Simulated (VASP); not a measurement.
Consider the following.

```
ZrC
1.0
    0.00000     2.29879     2.33692
    2.37258     0.00000     2.33692
    2.37258     2.29879     0.00000
Zr C
1 1
Cartesian
  0.00000   0.00000   0.00000
  2.46611   2.29879   2.33692
```

The numbers are results of PBEsol GGA, VASP's PBE PAW potentials (set 64) (plane waves; VASP), not measurements. Numerical set-up: 520 eV cut-off, 12×12×12 Γ-centred mesh, first-order Methfessel-Paxton smearing of 0.10 eV, potentials Zr_sv C.

Task: Give the force on each atom (eV/Å).

Result: 
```tsv
atom	Fx	Fy	Fz
Zr1	0.540	0.000	0.000
C2	-0.540	0.000	0.000
```

Task: Give the stress tensor in GPa (positive for a compressed cell).

Result: 
```
-3.60   0.00   0.00
 0.00   6.31   0.00
 0.00   0.00  -0.17
```
The pressure is its mean diagonal, 0.85 GPa.

The compound is ZrC in the rock salt structure. The cell was not relaxed at this level, atoms are displaced from their ideal sites. The run is one of a series of settings (GGA = PS against the base run), some of them coarse on purpose.
